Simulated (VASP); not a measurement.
A run of VASP 6.6.1 is set up as follows.

File INCAR:

```
PREC = Accurate
ENCUT = 520
EDIFF = 1E-6
ISMEAR = 0
SIGMA = 0.1
LREAL = False
LASPH = True
NELM = 120
ALGO = Normal
ISIF = 3
LWAVE = False
LCHARG = False
GGA = PE
IBRION = 2
NSW = 90
EDIFFG = -0.01
KPAR = 4
```

File KPOINTS:

```
Automatic mesh
0
Gamma
  12 12 4
```

Contents of POSCAR:

```
TaMo2C3
1.0
    2.9538964900      0.0000000000      0.0000000000
   -1.4769482500      2.5581494000      0.0000000000
    0.0000000000      0.0000000000      8.5700000000
Ta Mo C
1 2 3
Direct
    0.0000000000      0.0000000000      0.0000000000
    0.0000000000      0.0000000000      0.3354725800
    0.0000000000      0.0000000000      0.6645274200
    0.3333333300      0.6666666700      0.1753792300
    0.3333333300      0.6666666700      0.8246207700
    0.3333333300      0.6666666700      0.5000000000
```

Potentials or basis: VASP PAW PBE potentials, release 64 (Ta_pv, Mo_sv, C).

Command:

```sh
$ cat potpaw_PBE.64/Ta_pv/POTCAR potpaw_PBE.64/Mo_sv/POTCAR potpaw_PBE.64/C/POTCAR > POTCAR
$ mpirun -np 4 vasp_std > vasp.out
```

Estimate the space group after relaxing (to 0.05 Å).

P-6m2 (No. 187).

What does it give for the relaxed volume?

10.80 Å³/atom.

Predict the band gap on the k mesh.

none (metal or under the smearing width).

Estimate the relaxed cell.

a = 2.958 Å, b = 2.958 Å, c = 8.553 Å, α = 90.00°, β = 90.00°, γ = 120.00°.

The path:
| step | energy change (eV) | largest force (eV/Å) | pressure (GPa) | volume (Å³) |
| --- | --- | --- | --- | --- |
| 1 | 0.0000 | 0.1067 | 0.08 | 64.76 |
| 2 | 0.0002 | 0.1420 | 0.15 | 64.81 |
| 3 | -0.0011 | 0.0114 | 0.12 | 64.78 |
| 4 | -0.0011 | 0.0152 | 0.12 | 64.79 |
| 5 | -0.0011 | 0.0181 | 0.13 | 64.79 |
| 6 | -0.0011 | 0.0114 | -0.21 | 64.86 |
| 7 | -0.0011 | 0.0079 | -0.02 | 64.81 |

The run has no spin-orbit coupling, so splittings on Ta are missing.
